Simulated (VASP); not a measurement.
An input for Quantum ESPRESSO's pw.x (written as the equivalent of a VASP run, and not itself run):

```
&CONTROL
  calculation = 'scf'
  pseudo_dir = './pseudo'
  outdir = './out'
  tprnfor = .true.
  tstress = .true.
/
&SYSTEM
  ibrav = 0
  nat = 1
  ntyp = 1
  ecutwfc = 98
  occupations = 'tetrahedra'
  input_dft = 'vdw-df-cx'
  nspin = 2
  starting_magnetization(1) = 0.06
/
&ELECTRONS
  conv_thr = 7.3e-09
  electron_maxstep = 100
/
ATOMIC_SPECIES
  Ni 58.693 Ni.upf
CELL_PARAMETERS angstrom
     0.0000000    1.7350562    1.7350562
     1.7350562    0.0000000    1.7350562
     1.7350562    1.7350562    0.0000000
ATOMIC_POSITIONS crystal
  Ni   0.0000000  0.0000000  0.0000000
K_POINTS automatic
  20 20 20 0 0 0
```

### Question
Write the VASP files for the same calculation (vdW-DF-cx).

### Answer
One answer among several that fit: 
### POSCAR
```
Ni
1
    0.0000000000     1.7350562000     1.7350562000
    1.7350562000     0.0000000000     1.7350562000
    1.7350562000     1.7350562000     0.0000000000
Ni
1
Direct
  0.0000000000   0.0000000000   0.0000000000
```

INCAR:
```
# general
SYSTEM  =Ni
PREC    =Accurate
ENCUT   =520   # plane-wave cut-off (eV)
LREAL   =.False.
LASPH   =.True.

# electronic loop
EDIFF   =1E-7   # SCF stop (eV)
NELM    =100   # most electronic steps
ALGO    =Normal   # blocked Davidson
LMAXMIX =4

# smearing
ISMEAR  =-5   # tetrahedra, Bloechl

# functional
GGA     =CX
LUSE_VDW=.True.
AGGAC   =0.0

# spin
ISPIN   =2   # spin-polarised
MAGMOM  =0.6

# ions
ISIF    =2

# output
LWAVE   =.False.
LCHARG  =.True.
LORBIT  =11   # lm-projected
NEDOS   =601   # DOS grid
```

File KPOINTS:
```
Regular mesh
0
Gamma
 20 20 20
```

POTCAR, in this order: Ni (PBE.64 set). Program: vasp_std.

Limits of the translation: the potentials are each code's own (VASP's PAW set, PseudoDojo norm-conserving files in pw.x), so ENCUT and ecutwfc are chosen apart and not converted; conv_thr bounds pw.x's estimated SCF error, while EDIFF bounds the energy change between steps; starting_magnetization is a fraction of the valence charge and MAGMOM a moment in μB, so they match only roughly.

The compound is Ni in the fcc structure. It was relaxed first.
